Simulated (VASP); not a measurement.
Nb2B: single point with PBE

Crystal: Nb2B.

```
Nb B
1.0
     4.40760    0.00000    0.00000
    -2.20380    3.81710    0.00000
     0.00000    0.00000    2.66855
Nb B
2 1
Direct
  0.33333 0.66667 0.50000
  0.66667 0.33333 0.50000
  0.00000 0.00000 0.00000
```

The cell was built by a generator and needn't be a form met in nature.

```json
{
 "Program": "VASP 6.6.1",
 "Task": "single point",
 "Functional": "PBE",
 "Potentials or basis": "VASP PAW PBE potentials, release 64 (Nb_sv, B)",
 "Cutoff": "520 eV",
 "k mesh": "7 × 7 × 10",
 "Occupations": "fermi-dirac, width 0.05 eV",
 "Spin": "no spin polarisation"
}
```

* Pressure: -0.1 GPa
* Band gap on the k mesh: none (metal or under the smearing width)

Stress tensor (GPa, compression positive):
```
-0.35  0.00  0.00
 0.00 -0.35  0.00
 0.00  0.00  0.33
```

Levels at points of the mesh, in eV from the Fermi level:
| k point | band 10 | band 11 | band 12 | band 13 | band 14 | band 15 | band 16 | band 17 | band 18 | band 19 |
| --- | --- | --- | --- | --- | --- | --- | --- | --- | --- | --- |
| (0.00, 0.00, 0.00) | -3.61 | -3.42 | -3.42 | -1.45 | 0.01 | 0.01 | 2.04 | 2.14 | 2.14 | 4.71 |
| (0.00, 0.00, 0.50) | -4.71 | -3.49 | -3.49 | -1.74 | -1.74 | 0.38 | 0.38 | 1.17 | 1.17 | 2.87 |

Run time: 35 s on 1 thread of Intel(R) Xeon(R) 6975P-C (Granite Rapids), with other jobs on the host, peak memory 0.22 GiB.
